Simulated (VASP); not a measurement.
```
Cs
1.0
    5.19987     0.00000     0.00000
   -1.73329     4.90249     0.00000
    0.00000     0.00000    27.50170
Cs
3
Direct
  0.50000   0.50000   0.34562
  0.00000   0.00000   0.50000
  0.50000   0.50000   0.65438
```

These are PBEsol GGA, VASP's PBE PAW potentials (set 64) (plane waves; VASP) values and carry that method's errors. Settings: PREC = Normal, EDIFF = 1E-5, 400 eV cut-off, 6×6×1 Γ-centred mesh, first-order Methfessel-Paxton smearing of 0.10 eV, potentials Cs_sv.

Unless said otherwise, spin-orbit coupling is left out, though it shifts the bands of the heavy elements here.

**Question.** Estimate the energy per atom (σ→0), band gap (on the k-mesh) with the smallest direct gap where there is one.

**Answer.** 
The band gap (on the k-mesh) comes out as none (metal, semimetal or under 0.01 eV) and the energy per atom (σ→0) is -0.862 eV/atom.

Only differences to runs with the same potentials and settings are physical.

The cell is a thin slab with vacuum, built from Cs (bcc): (110) face.
